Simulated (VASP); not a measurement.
The system is La3P.

```
La P
1.0
     0.00000    4.03376    4.03376
     4.03376    0.00000    4.03376
     4.03376    4.03376    0.00000
La P
3 1
Cartesian
  2.0169 2.0169 2.0169
  6.0506 6.0506 6.0506
  4.0338 4.0338 4.0338
  0.0000 0.0000 0.0000
```

The cell was built by a generator and needn't be a form met in nature.

| Quantity | Value |
| --- | --- |
| Program | VASP 6.6.1 |
| Task | relaxation of cell and atoms |
| Functional | PBE |
| Potentials or basis | VASP PAW PBE potentials, release 64 (La, P) |
| Cutoff | 600 eV |
| k mesh | 4 × 4 × 4 |
| Occupations | methfessel-paxton, width 0.1323 eV |
| Spin | no spin polarisation |

At the start: pressure -5.3 GPa; volume 32.82 Å³/atom.

Task: How do energy, volume and symmetry change on relaxing?

Result: Over 3 steps the energy falls by 98.1 meV/atom and the volume is 27.77 Å³/atom (-15.4 %); space group Fm-3m (No. 225, to 0.05 Å).

The path:
| step | energy change (eV) | largest force (eV/Å) | pressure (GPa) | volume (Å³) |
| --- | --- | --- | --- | --- |
| 1 | 0.0000 | 0.0000 | -5.32 | 131.27 |
| 2 | -0.3922 | 0.0000 | -0.24 | 111.63 |
| 3 | -0.3926 | 0.0000 | -0.01 | 111.08 |

Final structure:
```
La P
1.0
     0.00000    3.81533    3.81533
     3.81533    0.00000    3.81533
     3.81533    3.81533    0.00000
La P
3 1
Direct
  0.25000 0.25000 0.25000
  0.75000 0.75000 0.75000
  0.50000 0.50000 0.50000
  0.00000 0.00000 0.00000
```

Caveat: the volume moved by over 15 % at a fixed basis, so the end points are rough.
